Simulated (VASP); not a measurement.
# From one sheet to two: 1T-PtS2 monolayer, part 7 of 9

Aim: relax 1T-PtS2 monolayer, place its levels against the vacuum, then find how two sheets stack and bind.

VASP 6.6.1, plane waves and PAW; the level of theory is named at each step.

So far. Step 10 (A rigid stacking): Energy at zero smearing: -136.55074 eV.

## 11. A rigid stacking

Level of this step: r2SCAN with rVV10; plane waves and PAW (Pt, S) (VASP).

Input file INCAR:

```
SYSTEM = PtS2
PREC = Normal
ENCUT = 350
EDIFF = 1E-05
NELM = 120
ISMEAR = 0
SIGMA = 0.03
LREAL = .FALSE.
ALGO = Normal
METAGGA = R2SCAN
LUSE_VDW = .TRUE.
IVDW_NL = 2
BPARAM = 11.95
CPARAM = 0.0093
LASPH = .TRUE.
NBANDS = 28
LORBIT = 11
LWAVE = .FALSE.
LCHARG = .FALSE.
KPAR = 4
IDIPOL = 3
LDIPOL = .TRUE.
DIPOL = 0.5 0.5 0.5
```

Input file POSCAR:

```
PtS2
1.0
    3.5237097156      0.0000000000      0.0000000000
   -1.7618548578      3.0516221292      0.0000000000
    0.0000000000      0.0000000000     25.0876673352
Pt S
2 4
Direct
    0.0000000000      0.0000000000      0.3885142700
    0.0000000000      0.0000000000      0.6114857300
    0.3333333300      0.6666666700      0.3388118900
    0.6666666700      0.3333333300      0.4382166600
    0.6666666700      0.3333333300      0.5617833400
    0.3333333300      0.6666666700      0.6611881100
```

Input file KPOINTS:

```
Automatic mesh
0
Gamma
12 12 1
0 0 0
```

Potentials, in the order of the species: Pt and S (PBE family, release 64).

Started as:

```sh
mpirun -np 4 vasp_std
```

The program printed:

```text
[... set-up lines as in an earlier step ...]
 entering main loop
       N       E                     dE             d eps       ncg     rms          rms(c)
Total rVV10 correction in eV:      1.1100981    50.5216160
Total rVV10 correction in eV:      1.1100981    50.5216160
Total rVV10 correction in eV:      1.1100981    50.5216160
Total rVV10 correction in eV:      1.1100981    50.5216160
DAV:   1     0.176445953792E+03    0.17645E+03   -0.14670E+04  1064   0.938E+02
DAV:   2    -0.121906946116E+03   -0.29835E+03   -0.28969E+03  1524   0.220E+02
DAV:   3    -0.149639152638E+03   -0.27732E+02   -0.27221E+02  1244   0.756E+01
DAV:   4    -0.150475964679E+03   -0.83681E+00   -0.82957E+00  1408   0.141E+01
DAV:   5    -0.150494366805E+03   -0.18402E-01   -0.18395E-01  1324   0.218E+00    0.264E+01
Total rVV10 correction in eV:      1.1107599    50.5269737
Total rVV10 correction in eV:      1.1107599    50.5269737
Total rVV10 correction in eV:      1.1107599    50.5269737
Total rVV10 correction in eV:      1.1107599    50.5269737
[...]
Total rVV10 correction in eV:      1.1334971    50.5217146
DAV:  14    -0.136349254118E+03    0.30860E-03   -0.10222E-03  1204   0.147E-01    0.296E-01
Total rVV10 correction in eV:      1.1337860    50.5216565
Total rVV10 correction in eV:      1.1337860    50.5216565
Total rVV10 correction in eV:      1.1337860    50.5216565
Total rVV10 correction in eV:      1.1337860    50.5216565
DAV:  15    -0.136349208029E+03    0.46089E-04   -0.32113E-04  1352   0.832E-02    0.603E-02
Total rVV10 correction in eV:      1.1338219    50.5216471
Total rVV10 correction in eV:      1.1338219    50.5216471
Total rVV10 correction in eV:      1.1338219    50.5216471
Total rVV10 correction in eV:      1.1338219    50.5216471
DAV:  16    -0.136349216903E+03   -0.88742E-05   -0.12378E-05   768   0.274E-02
Total rVV10 correction in eV:      1.1340306    50.5216258
Total rVV10 correction in eV:      1.1340306    50.5216258
Total rVV10 correction in eV:      1.1340306    50.5216258
Total rVV10 correction in eV:      1.1340306    50.5216258
Total rVV10 correction in eV:      1.1339136    50.5216335
Total rVV10 correction in eV:      1.1339136    50.5216335
Total rVV10 correction in eV:      1.1339136    50.5216335
Total rVV10 correction in eV:      1.1339136    50.5216335
   1 F= -.13634922E+03 E0= -.13634922E+03  d E =-.750107E-11
```

Elapsed: 83 s, on 4 MPI ranks of Intel Xeon Platinum 8259CL at 2.50GHz (Skylake/Cascade Lake), shared host; peak memory 1.4 GiB; 5.4 min of CPU time.

OUTCAR, selected parts (step 11):

```text
  Total        0.2953054      0.2953054      1.8214875     -0.0000000      0.0000000     -0.0000000
  in kB        1.7538433      1.7538433     10.8179661     -0.0000000      0.0000000     -0.0000000
  external PRESSURE =       4.7752176 kB  Pullay stress =       0.0000000 kB

 POSITION                                       TOTAL-FORCE (eV/Angst)
 -----------------------------------------------------------------------------------
      0.00000      0.00000      9.74692         0.000000      0.000000     -0.080184
      0.00000      0.00000     15.34075         0.000000      0.000000      0.080184
     -0.00000      2.03441      8.50000         0.000000     -0.000000     -0.027934
      1.76185      1.01721     10.99383        -0.000000      0.000000     -0.419884
      1.76185      1.01721     14.09383        -0.000000      0.000000      0.419884
     -0.00000      2.03441     16.58767         0.000000      0.000000      0.027934
 -----------------------------------------------------------------------------------
    total drift:                               -0.000013      0.000008      0.000000

  FREE ENERGIE OF THE ION-ELECTRON SYSTEM (eV)
  ---------------------------------------------------
  free  energy   TOTEN  =      -136.3492169035 eV

  energy  without entropy=     -136.3492169035  energy(sigma->0) =     -136.34921690

[... 2 parts as in an earlier step ...]

[... 1 further part left out ...]
[key lines of the parts left out:]
E-fermi :  -0.8919
```

Energy at zero smearing: -136.34922 eV.

## 12. A rigid stacking

INCAR is that of step 11.

Input file POSCAR:

```
PtS2
1.0
    3.5237097156      0.0000000000      0.0000000000
   -1.7618548578      3.0516221292      0.0000000000
    0.0000000000      0.0000000000     25.0876673352
Pt S
2 4
Direct
    0.0000000000      0.0000000000      0.3885142700
    0.3333333300      0.6666666700      0.6114857300
    0.3333333300      0.6666666700      0.3388118900
    0.6666666700      0.3333333300      0.4382166600
    0.0000000000      1.0000000000      0.5617833400
    0.6666666700      0.3333333300      0.6611881100
```

KPOINTS is that of step 11.

Started as:

```sh
mpirun -np 4 vasp_std
```

The program printed:

```text
[... set-up lines as in an earlier step ...]
 entering main loop
       N       E                     dE             d eps       ncg     rms          rms(c)
Total rVV10 correction in eV:      1.1085288    50.5216128
Total rVV10 correction in eV:      1.1085288    50.5216128
Total rVV10 correction in eV:      1.1085288    50.5216128
Total rVV10 correction in eV:      1.1085288    50.5216128
DAV:   1     0.173996667654E+03    0.17400E+03   -0.14691E+04  1064   0.938E+02
DAV:   2    -0.121916430816E+03   -0.29591E+03   -0.28787E+03  1484   0.220E+02
DAV:   3    -0.149807074437E+03   -0.27891E+02   -0.27185E+02  1260   0.750E+01
DAV:   4    -0.150645602478E+03   -0.83853E+00   -0.83414E+00  1356   0.142E+01
DAV:   5    -0.150666661464E+03   -0.21059E-01   -0.21050E-01  1352   0.227E+00    0.261E+01
Total rVV10 correction in eV:      1.1070388    50.5308708
Total rVV10 correction in eV:      1.1070388    50.5308708
Total rVV10 correction in eV:      1.1070388    50.5308708
Total rVV10 correction in eV:      1.1070388    50.5308708
[...]
Total rVV10 correction in eV:      1.1279517    50.5217655
DAV:  13    -0.136560659052E+03    0.26388E-03   -0.28935E-03  1308   0.461E-01    0.670E-01
Total rVV10 correction in eV:      1.1283624    50.5217170
Total rVV10 correction in eV:      1.1283624    50.5217170
Total rVV10 correction in eV:      1.1283624    50.5217170
Total rVV10 correction in eV:      1.1283624    50.5217170
DAV:  14    -0.136560400391E+03    0.25866E-03   -0.13621E-03  1220   0.164E-01    0.186E-01
Total rVV10 correction in eV:      1.1285042    50.5216915
Total rVV10 correction in eV:      1.1285042    50.5216915
Total rVV10 correction in eV:      1.1285042    50.5216915
Total rVV10 correction in eV:      1.1285042    50.5216915
DAV:  15    -0.136560397222E+03    0.31693E-05   -0.86884E-05  1348   0.460E-02
Total rVV10 correction in eV:      1.1288121    50.5216312
Total rVV10 correction in eV:      1.1288121    50.5216312
Total rVV10 correction in eV:      1.1288121    50.5216312
Total rVV10 correction in eV:      1.1288121    50.5216312
Total rVV10 correction in eV:      1.1285542    50.5216768
Total rVV10 correction in eV:      1.1285542    50.5216768
Total rVV10 correction in eV:      1.1285542    50.5216768
Total rVV10 correction in eV:      1.1285542    50.5216768
   1 F= -.13656040E+03 E0= -.13656040E+03  d E =-.398377E-22
```

Elapsed: 78 s, on 4 MPI ranks; peak memory 1.4 GiB.

OUTCAR, selected parts (step 12):

```text
  Total        0.1531119      0.1531119     -0.3361130      0.0000000      0.0000000     -0.0000000
  in kB        0.9093443      0.9093443     -1.9962028      0.0000000      0.0000000     -0.0000000
  external PRESSURE =      -0.0591714 kB  Pullay stress =       0.0000000 kB

 POSITION                                       TOTAL-FORCE (eV/Angst)
 -----------------------------------------------------------------------------------
      0.00000      0.00000      9.74692         0.000000      0.000000      0.039670
     -0.00000      2.03441     15.34075        -0.000000      0.000000     -0.068757
     -0.00000      2.03441      8.50000         0.000000      0.000000     -0.021516
      1.76185      1.01721     10.99383        -0.000000     -0.000000      0.032772
      0.00000      0.00000     14.09383         0.000000      0.000000     -0.011166
      1.76185      1.01721     16.58767        -0.000000      0.000000      0.028997
 -----------------------------------------------------------------------------------
    total drift:                                0.000002      0.000004      0.000666

  FREE ENERGIE OF THE ION-ELECTRON SYSTEM (eV)
  ---------------------------------------------------
  free  energy   TOTEN  =      -136.5603972221 eV

  energy  without entropy=     -136.5603972221  energy(sigma->0) =     -136.56039722

[... 2 parts as in an earlier step ...]

[... 1 further part left out ...]
[key lines of the parts left out:]
E-fermi :  -1.0682
```

Energy at zero smearing: -136.56040 eV.

(Continued in part 8 of 9.)

[Lines on the potential files, build, host, timing and source positions are cut from VASP's logs without a mark.]

[Logs are printed without paths, hosts, clocks, repeated set-up lines and the standing remarks that a program may print on its own settings, such as how far it seeks lower states.]

[Hosts, paths, dates, database ids (printed as entryN), source tags and the programs' standing remarks are cut or masked in the printed files.]

[Runs that stopped without an error message from VASP are left out.]
